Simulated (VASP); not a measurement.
Crystal: Be2CdS3.

```
Be Cd S
1.0
     3.70000    0.00000    0.00000
    -1.85000    3.20429    0.00000
     0.00000    0.00000    8.80000
Be Cd S
2 1 3
Direct
  0.66667 0.33333 0.59700
  0.33333 0.66667 0.40300
  0.00000 0.00000 0.00000
  0.66667 0.33333 0.83000
  0.33333 0.66667 0.17000
  0.00000 0.00000 0.50000
```

The cell was built by a generator and needn't be a form met in nature.

| Property | Result |
| --- | --- |
| Program | VASP 6.6.1 |
| Task | relaxation of cell and atoms |
| Functional | PBE |
| Potentials or basis | VASP PAW PBE potentials, release 64 (Be, Cd, S) |
| Cutoff | 520 eV |
| k mesh | 4 × 4 × 2 |
| Occupations | gaussian, width 0.15 eV |
| Spin | no spin polarisation |

At the start: pressure 0.1 GPa; volume 17.39 Å³/atom.

**Question.** Where does the relaxation end?

**Answer.** Over 10 steps the energy falls by 62.4 meV/atom and the volume is 18.14 Å³/atom (+4.3 %); space group P-3m1 (No. 164, to 0.05 Å).

Step by step:
```
step  energy change (eV)  largest force (eV/Å)  pressure (GPa)  volume (Å³)
   1              0.0000                1.6161            0.12       104.33
   2             -0.2250                0.8479            2.68       104.48
   3             -0.2501                0.4546            1.78       104.46
   4             -0.2998                0.4105            0.10       107.29
   5             -0.3158                0.3412           -1.27       110.02
   6             -0.3562                0.2576           -0.73       109.44
   7             -0.3726                0.1504            0.17       108.63
   8             -0.3732                0.1564            0.05       108.77
   9             -0.3737                0.1348           -0.20       108.86
  10             -0.3744                0.0536           -0.10       108.82
```

Final structure:
```yaml
crystal:
  lattice:
    - [3.73598, 0.00000, 0.00000]
    - [-1.86799, 3.23545, 0.00000]
    - [0.00000, 0.00000, 9.00283]
  atoms:
    - { symbol: Be, position: [0.66667, 0.33333, 0.61947] }
    - { symbol: Be, position: [0.33333, 0.66667, 0.38053] }
    - { symbol: Cd, position: [0.00000, 0.00000, 0.00000] }
    - { symbol: S, position: [0.66667, 0.33333, 0.82944] }
    - { symbol: S, position: [0.33333, 0.66667, 0.17056] }
    - { symbol: S, position: [0.00000, 0.00000, 0.50000] }
```

Caveat: the k mesh is coarse (spacing up to 0.49 Å⁻¹), so the values aren't converged.
